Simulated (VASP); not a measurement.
Input for VASP

### POSCAR
```
CrC
1
    2.7950000000     0.0000000000     0.0000000000
    0.0000000000     2.7950000000     0.0000000000
    0.0000000000     0.0000000000     2.7950000000
Cr C
1 1
Direct
  0.0000000000   0.0000000000   0.0000000000
  0.5000000000   0.5000000000   0.5000000000
```

### INCAR
```
! general
SYSTEM =CrC
PREC   =Accurate
ENCUT  =520
LREAL  =.FALSE.
LASPH  =.TRUE.

! electronic loop
EDIFF  =1E-6
NELM   =100
ALGO   =Normal
LMAXMIX=4

! smearing
ISMEAR =1
SIGMA  =0.1

! functional
GGA    =PE

! spin
ISPIN  =2
MAGMOM =3.0 0.0

! ions
IBRION =2
NSW    =60
ISIF   =3
EDIFFG =-0.01

! output
LWAVE  =.FALSE.
LCHARG =.FALSE.
LORBIT =10
```

File KPOINTS:
```
Automatic
0
gamma
12 12 12
0 0 0
```

POTCAR, in this order: Cr_pv C (PBE.64 set). Program: vasp_std.

### Question
Write an equivalent input for Quantum ESPRESSO's pw.x.

### Answer
One equivalent input (not run):
```
&CONTROL
  calculation = 'vc-relax'
  pseudo_dir = './pseudo'
  outdir = './out'
  tprnfor = .true.
  tstress = .true.
  nstep = 60
  forc_conv_thr = 0.00039
/
&SYSTEM
  ibrav = 0
  nat = 2
  ntyp = 2
  ecutwfc = 94
  occupations = 'smearing'
  smearing = 'methfessel-paxton'
  degauss = 0.00735
  input_dft = 'pbe'
  nspin = 2
  starting_magnetization(1) = 0.3
/
&ELECTRONS
  conv_thr = 7.3e-08
  electron_maxstep = 100
/
&IONS
/
&CELL
/
ATOMIC_SPECIES
  Cr 51.996 Cr.upf
  C 12.011 C.upf
CELL_PARAMETERS angstrom
     2.7950000    0.0000000    0.0000000
     0.0000000    2.7950000    0.0000000
     0.0000000    0.0000000    2.7950000
ATOMIC_POSITIONS crystal
  Cr   0.0000000  0.0000000  0.0000000
  C    0.5000000  0.5000000  0.5000000
K_POINTS automatic
  12 12 12 0 0 0
```
Limits of the translation: the potentials are each code's own (VASP's PAW set, PseudoDojo norm-conserving files in pw.x), so ENCUT and ecutwfc are chosen apart and not converted; conv_thr bounds pw.x's estimated SCF error, while EDIFF bounds the energy change between steps; starting_magnetization is a fraction of the valence charge and MAGMOM a moment in μB, so they match only roughly; forc_conv_thr acts on force components and is met together with etot_conv_thr.

The structure was generated: CrC was put into the CsCl type type (Pm-3m), which need not be its known phase. This run relaxes it. Symmetry was kept, so distortions that lower it aren't found.
